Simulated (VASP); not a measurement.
LiCl (rock salt): the band gap from VASP (plane waves, PAW) at several levels of theory. Gaps are without spin-orbit coupling. Each level names its cell: its own relaxed one, PBE's, or the starting one. A gap is the smallest over the k-mesh and a band path; hybrids may have named points in place of the path, and GW has the mesh alone.

```
level                  band gap (eV)  error against measurement (eV)
---------------------  -------------  ------------------------------
LDA (own cell)                  6.51                           -2.89
PBE (starting cell)             6.30                           -3.10
PBEsol (own cell)               6.37                           -3.03
SCAN (own cell)                 7.48                           -1.92
r2SCAN (own cell)               7.44                           -1.96
HSE06 (starting cell)           7.71                           -1.69
```

Measured: 9.40 eV (as given by Wei Chen et al., Physical Review Materials (2018), doi:10.1103/physrevmaterials.2.073803).

The cell of the LDA (own cell) run:

```cif
data_ClLi
_chemical_formula_sum 'Li1 Cl1'
_space_group_name_H-M_alt 'P 1'
_space_group_IT_number 1
_cell_length_a 3.50829
_cell_length_b 3.50829
_cell_length_c 3.50829
_cell_angle_alpha 60.000
_cell_angle_beta 60.000
_cell_angle_gamma 60.000
loop_
_space_group_symop_operation_xyz
  'x, y, z'
loop_
_atom_site_label
_atom_site_type_symbol
_atom_site_fract_x
_atom_site_fract_y
_atom_site_fract_z
_atom_site_occupancy
Li1 Li 0.00000 0.00000 0.00000 1
Cl1 Cl 0.50000 0.50000 0.50000 1
```

Only levels that ran to the end are used. Left out are those held back, those with too coarse a band path, GW runs whose mesh misses a band edge, hybrids' fits of cells that aren't cubic and levels without matching references; a question may draw on a part of the rest.

The compound is LiCl in the rock salt structure.
